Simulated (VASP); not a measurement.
Calculation: LDA (Ceperley-Alder, Perdew-Zunger), VASP's LDA PAW potentials (set 64) (plane waves; VASP 6.6.1).

Input for VASP

### POSCAR
```
TiB2
1
    1.5431790000    -2.6728640000     0.0000000000
    1.5431790000     2.6728640000     0.0000000000
    0.0000000000     0.0000000000     3.2900780000
Ti B
1 2
Direct
  0.0000000000   0.0000000000   0.0000000000
  0.3333330000   0.6666670000   0.5000000000
  0.6666670000   0.3333330000   0.5000000000
```

### INCAR
```
# general
SYSTEM =TiB2
PREC   =Accurate
ENCUT  =400
LREAL  =.False.
LASPH  =.True.

# electronic loop
EDIFF  =1E-6
NELM   =100
ALGO   =Normal
LMAXMIX=4

# smearing
ISMEAR =-1
SIGMA  =0.05

# ions
ISIF   =2

# output
LWAVE  =.False.
LCHARG =.False.
```

**KPOINTS**
```
Automatic mesh
0
Gamma
12 12 10
0 0 0
```

POTCAR, in this order: Ti_sv B (LDA.64 set). Program: vasp_std.

The run wrote:

### OSZICAR
```
       N       E                     dE             d eps       ncg     rms          rms(c)
DAV:   1     0.106565076503E+03    0.10657E+03   -0.79703E+03  2964   0.130E+03
DAV:   2    -0.239454137310E+02   -0.13051E+03   -0.12711E+03  3054   0.351E+02
DAV:   3    -0.316599002276E+02   -0.77145E+01   -0.76028E+01  4347   0.834E+01
DAV:   4    -0.318951403235E+02   -0.23524E+00   -0.23485E+00  3754   0.137E+01
DAV:   5    -0.319036931769E+02   -0.85529E-02   -0.85524E-02  4448   0.216E+00    0.153E+01
DAV:   6    -0.267523682155E+02    0.51513E+01   -0.28883E+01  3969   0.585E+01    0.361E+00
DAV:   7    -0.267408813769E+02    0.11487E-01   -0.22712E+00  3508   0.178E+01    0.294E+00
DAV:   8    -0.267355828490E+02    0.52985E-02   -0.21216E-01  4235   0.428E+00    0.873E-01
DAV:   9    -0.267265390898E+02    0.90438E-02   -0.95429E-02  3974   0.413E+00    0.334E-01
DAV:  10    -0.267253803689E+02    0.11587E-02   -0.72483E-03  3758   0.109E+00    0.485E-02
DAV:  11    -0.267254038324E+02   -0.23463E-04   -0.36123E-04  4192   0.214E-01    0.474E-02
DAV:  12    -0.267253825392E+02    0.21293E-04   -0.14519E-04  4023   0.157E-01    0.106E-02
DAV:  13    -0.267253809751E+02    0.15641E-05   -0.13301E-05  3828   0.462E-02    0.249E-03
DAV:  14    -0.267253809859E+02   -0.10803E-07   -0.33590E-07  1707   0.711E-03
   1 F= -.26725381E+02 E0= -.26723485E+02  d E =-.379117E-02
```

**OUTCAR**
```
------------------------ aborting loop because EDIFF is reached ----------------------------------------
  FORCE on cell =-STRESS in cart. coord.  units (eV):
  Direction    XX          YY          ZZ          XY          YZ          ZX
  --------------------------------------------------------------------------------------
  Total       -3.9611504     -3.9611491     -3.7208843      0.0000000      0.0000000     -0.0000000
  in kB     -233.8312529   -233.8311771   -219.6480677      0.0000000      0.0000000     -0.0000000
  external PRESSURE =    -229.1034992 kB  Pullay stress =       0.0000000 kB
  volume of cell :       27.14
      direct lattice vectors                 reciprocal lattice vectors
     1.543179000 -2.672864000  0.000000000     0.324006483 -0.187065260  0.000000000
     1.543179000  2.672864000  0.000000000     0.324006483  0.187065260  0.000000000
     0.000000000  0.000000000  3.290078000     0.000000000  0.000000000  0.303944162
 POSITION                                       TOTAL-FORCE (eV/Angst)
 -----------------------------------------------------------------------------------
      0.00000      0.00000      0.00000        -0.000000     -0.000000      0.000000
      1.54318      0.89096      1.64504         0.000000     -0.000000      0.000000
      1.54318     -0.89096      1.64504        -0.000000      0.000000      0.000000
 -----------------------------------------------------------------------------------
    total drift:                               -0.000000     -0.000000     -0.000000
  FREE ENERGIE OF THE ION-ELECTRON SYSTEM (eV)
  ---------------------------------------------------
  free  energy   TOTEN  =       -26.7253809859 eV

  energy  without entropy=      -26.7215898195  energy(sigma->0) =      -26.72348540
```
(Selected blocks of OUTCAR.)

At this cut-off the stress carries a Pulay error, which pulls relaxed volumes low.

The structure is a typed TiB2 crystal. The cell was not relaxed at this level. The run is one of a series of settings (GGA removed, POTCAR Ti_sv B (LDA.64 set) against the base run), some of them coarse on purpose.
